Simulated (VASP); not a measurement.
Data:

```
CELL_PARAMETERS angstrom
      0.00000     3.29303     3.29303
      3.29303     0.00000     3.29303
      3.29303     3.29303     0.00000
ATOMIC_POSITIONS crystal
  In 0.00000 0.00000 0.00000
  Sb 0.25000 0.25000 0.25000
```

Method: rev-vdW-DF2, VASP's PBE PAW potentials (set 64) (plane waves; VASP). Run with 520 eV cut-off, Gaussian smearing of 0.050 eV, potentials In_d Sb.

Unless said otherwise, spin-orbit coupling is left out, though it shifts the bands of the heavy elements here.

Problem. Predict the band gap (along the path) with the smallest direct gap where there is one.

Solution. 
```
Quantity                                                     Result
-------------------------  ----------------------------------------
band gap (along the path)  none (metal, semimetal or under 0.01 eV)
```

Total energies compare only between runs with the same potentials, cut-off and functional.

The compound is InSb in the zinc blende structure. It was relaxed first.
